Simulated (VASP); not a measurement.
Method: PBEsol GGA, VASP's PBE PAW potentials (set 64) (plane waves; VASP).

A VASP calculation is set up with these files.

KPOINTS:
```
Automatic mesh
0
Gamma
12 12 1
0 0 0
```

**POSCAR**
```
Zn(001) slab
1.0
  2.6436575180   0.0000000000   0.0000000000
 -1.3218287590   2.2894749928   0.0000000000
  0.0000000000   0.0000000000  23.3900095369
Zn
4
Cart
  1.3218300808   0.7631575678   8.2076479065
  1.3218300808   0.7631575678  12.8574648524
 -0.0000013218   1.5263174250  10.5325446845
 -0.0000013218   1.5263174250  15.1823616304
```

### INCAR
```
ALGO = Normal
DIPOL = 0.5 0.5 0.5
EDIFF = 1E-5
EDIFFG = -0.03
ENCUT = 400
GGA = PS
IBRION = 2
IDIPOL = 3
ISIF = 2
ISMEAR = 1
LASPH = .True.
LCHARG = .False.
LDIPOL = .True.
LMAXMIX = 4
LREAL = .False.
LWAVE = .True.
NELM = 100
NELMIN = 4
NSW = 50
PREC = Normal
SIGMA = 0.1
SYSTEM = Zn(001) slab
```

POTCAR, in this order: Zn (PBE.64 set). Program: vasp_std.

Output

File OUTCAR:
```
 ion  position               nearest neighbor table
   1  0.667  0.333  0.351-   3 2.78   3 2.78   3 2.78
   2  0.667  0.333  0.550-   4 2.78   4 2.78   4 2.78   3 2.78   3 2.78   3 2.78
   3  0.333  0.667  0.450-   1 2.78   1 2.78   1 2.78   2 2.78   2 2.78   2 2.78
   4  0.333  0.667  0.649-   2 2.78   2 2.78   2 2.78
  LATTYP: Found a hexagonal cell.
 ALAT       =     2.6436575180
 C/A-ratio  =     8.8475944322
 Subroutine PRICEL returns:
 Original cell was already a primitive cell.
 Subroutine GETGRP returns: Found 12 space group operations
The static configuration has the point symmetry D_3d.
The dynamic configuration has the point symmetry D_3d.
 Subroutine INISYM returns: Found 12 space group operations
 Subroutine IBZKPT returns following result:
 Found     19 irreducible k-points:

 Following reciprocal coordinates:
            Coordinates               Weight
  0.000000  0.000000  0.000000      1.000000
  0.083333 -0.000000  0.000000      6.000000
  0.166667 -0.000000  0.000000      6.000000
  0.250000  0.000000  0.000000      6.000000
  0.333333  0.000000  0.000000      6.000000
  0.416667  0.000000  0.000000      6.000000
  0.500000  0.000000  0.000000      3.000000
  0.083333  0.083333  0.000000      6.000000
  0.166667  0.083333  0.000000     12.000000
  0.250000  0.083333  0.000000     12.000000
  0.333333  0.083333  0.000000     12.000000
  0.416667  0.083333  0.000000     12.000000
  0.166667  0.166667  0.000000      6.000000
  0.250000  0.166667  0.000000     12.000000
  0.333333  0.166667  0.000000     12.000000
  0.416667  0.166667  0.000000      6.000000
  0.250000  0.250000  0.000000      6.000000
  0.333333  0.250000  0.000000     12.000000
  0.333333  0.333333  0.000000      2.000000
   k-points           NKPTS =     19   k-points in BZ     NKDIM =     19   number of bands    NBANDS=     28
   number of dos      NEDOS =    301   number of ions     NIONS =      4
...
```

**OSZICAR**
```
       N       E                     dE             d eps       ncg     rms          rms(c)
DAV:   1     0.264802858270E+03    0.26480E+03   -0.21002E+04  1064   0.173E+03
DAV:   2     0.123964744100E+02   -0.25241E+03   -0.24708E+03  1088   0.374E+02
DAV:   3    -0.631380867060E+01   -0.18710E+02   -0.18566E+02  1148   0.127E+02
DAV:   4    -0.655263353207E+01   -0.23882E+00   -0.23784E+00  1216   0.139E+01
DAV:   5    -0.655492941102E+01   -0.22959E-02   -0.22946E-02  1224   0.999E-01    0.621E+00
DAV:   6    -0.598739880350E+01    0.56753E+00   -0.33178E+00  1168   0.309E+01    0.448E+00
DAV:   7    -0.596274140771E+01    0.24657E-01   -0.14217E-01  1196   0.896E+00    0.250E+00
DAV:   8    -0.595313262139E+01    0.96088E-02   -0.76056E-02  1200   0.131E+01    0.581E-01
DAV:   9    -0.594870556298E+01    0.44271E-02   -0.19428E-02  1224   0.652E+00    0.155E-01
DAV:  10    -0.594881305639E+01   -0.10749E-03   -0.10074E-02  1192   0.217E+00    0.878E-02
DAV:  11    -0.594911687161E+01   -0.30382E-03   -0.35891E-03  1116   0.842E-01    0.585E-02
DAV:  12    -0.594907385477E+01    0.43017E-04   -0.44645E-05  1072   0.169E-01    0.463E-02
DAV:  13    -0.594905436312E+01    0.19492E-04   -0.65076E-04  1148   0.777E-01    0.282E-02
DAV:  14    -0.594905538887E+01   -0.10257E-05   -0.21611E-04  1120   0.361E-01    0.155E-02
DAV:  15    -0.594906886180E+01   -0.13473E-04   -0.52778E-05  1064   0.118E-01    0.813E-03
DAV:  16    -0.594909853451E+01   -0.29673E-04   -0.12284E-05   736   0.671E-02    0.796E-03
DAV:  17    -0.594910400261E+01   -0.54681E-05   -0.37209E-06   624   0.352E-02
   1 F= -.59491040E+01 E0= -.59478151E+01  d E =-.594910E+01
       N       E                     dE             d eps       ncg     rms          rms(c)
DAV:   1    -0.595009367485E+01   -0.99514E-03   -0.31599E-01  1072   0.385E+00    0.269E-02
DAV:   2    -0.595021091935E+01   -0.11724E-03   -0.11975E-03  1192   0.331E-01    0.208E-02
DAV:   3    -0.595021122956E+01   -0.31020E-06   -0.15710E-05   716   0.546E-02    0.106E-02
DAV:   4    -0.595021200836E+01   -0.77881E-06   -0.25107E-06   608   0.584E-02
   2 F= -.59502120E+01 E0= -.59489231E+01  d E =-.110801E-02
       N       E                     dE             d eps       ncg     rms          rms(c)
DAV:   1    -0.595074669561E+01   -0.53547E-03   -0.14811E+00  1076   0.835E+00    0.600E-02
DAV:   2    -0.595129552197E+01   -0.54883E-03   -0.57414E-03  1168   0.741E-01    0.490E-02
DAV:   3    -0.595129401640E+01    0.15056E-05   -0.93358E-05  1172   0.126E-01    0.271E-02
DAV:   4    -0.595129373737E+01    0.27903E-06   -0.94996E-06   636   0.117E-01
   3 F= -.59512937E+01 E0= -.59500077E+01  d E =-.218973E-02
```

OUTCAR:
```
------------------------ aborting loop because EDIFF is reached ----------------------------------------
  FORCE on cell =-STRESS in cart. coord.  units (eV):
  Direction    XX          YY          ZZ          XY          YZ          ZX
  --------------------------------------------------------------------------------------
  Total       -2.0452286     -2.0452294     -0.0249361      0.0000000      0.0000000      0.0000000
  in kB      -23.1462668    -23.1462754     -0.2822065      0.0000000      0.0000000      0.0000000
  external PRESSURE =     -15.5249162 kB  Pullay stress =       0.0000000 kB
  volume of cell :      141.57
      direct lattice vectors                 reciprocal lattice vectors
     2.643657518  0.000000000  0.000000000     0.378263823  0.218390680  0.000000000
    -1.321828759  2.289474993  0.000000000     0.000000000  0.436781360  0.000000000
     0.000000000  0.000000000 23.390009537     0.000000000  0.000000000  0.042753296
 POSITION                                       TOTAL-FORCE (eV/Angst)
 -----------------------------------------------------------------------------------
      1.32183      0.76316      8.19779        -0.000000     -0.000000     -0.017328
      1.32183      0.76316     12.84283        -0.000000     -0.000000      0.004151
     -0.00000      1.52632     10.54717         0.000000      0.000000     -0.004151
     -0.00000      1.52632     15.19222         0.000000      0.000000      0.017328
 -----------------------------------------------------------------------------------
    total drift:                                0.000000      0.000000      0.000000
  FREE ENERGIE OF THE ION-ELECTRON SYSTEM (eV)
  ---------------------------------------------------
  free  energy   TOTEN  =        -5.9512937374 eV

  energy  without entropy=       -5.9474355125  energy(sigma->0) =       -5.95000766

 reached required accuracy - stopping structural energy minimisation
```
(Selected blocks of OUTCAR.)

File CONTCAR:
```
Zn(001) slab
   1.00000000000000
     2.6436575179999999    0.0000000000000000    0.0000000000000000
    -1.3218287590000000    2.2894749928000002    0.0000000000000000
     0.0000000000000000    0.0000000000000000   23.3900095368999992
  Zn
     4
Direct
     0.6666669999999968    0.3333330000000032    0.3504826250684020
     0.6666669999999968    0.3333330000000032    0.5490735248680439
     0.3333330000000032    0.6666669999999968    0.4509264751319560
     0.3333330000000032    0.6666669999999968    0.6495173749315979
```

File OUTCAR:
```
 val. band max:       -1.0178453095   @ k =   0.3333   0.3333   0.0000

 cond. band min:      -0.9905503873   @ k =   0.3333   0.2500   0.0000


 Fermi energy:        -1.0021781694

 k-point     1 :       0.0000    0.0000    0.0000
  band No.  band energies     occupation
      1     -11.8570      2.00000
      2     -10.7919      2.00000
      3      -9.9756      2.00000
      4      -9.9363      2.00000
      5      -9.1489      2.00000
      6      -9.0215      2.00000
      7      -9.0215      2.00000
      8      -8.9859      2.00000
      9      -8.9859      2.00000
     10      -8.9388      2.00000
     11      -8.7502      2.00000
     12      -8.7502      2.00000
     13      -8.7437      2.00000
     14      -8.7437      2.00000
     15      -8.5713      2.00000
     16      -8.5713      2.00000
     17      -8.4189      2.00000
     18      -8.4189      2.00000
     19      -8.2221      2.00000
     20      -8.2221      2.00000
     21      -8.2173      2.00000
     22      -8.2173      2.00000
     23      -8.0353      2.00000
     24      -5.6260      2.00000
     25      -3.6144      2.00000
     26      -0.0658     -0.00000
     27       2.2051      0.00000
     28       3.0717      0.00000

 k-point     2 :       0.0833   -0.0000    0.0000
  band No.  band energies     occupation
      1     -11.6521      2.00000
      2     -10.6022      2.00000
      3      -9.8423      2.00000
      4      -9.8416      2.00000
      5      -9.1388      2.00000
      6      -9.0467      2.00000
      7      -9.0192      2.00000
      8      -8.9726      2.00000
      9      -8.9586      2.00000
     10      -8.9395      2.00000
     11      -8.7792      2.00000
     12      -8.7708      2.00000
     13      -8.7132      2.00000
     14      -8.6967      2.00000
     15      -8.6101      2.00000
     16      -8.5772      2.00000
     17      -8.5437      2.00000
     18      -8.4226      2.00000
     19      -8.2924      2.00000
     20      -8.2544      2.00000
...
```

The cell is a thin slab with vacuum, built from Zn (hcp): (001) face.
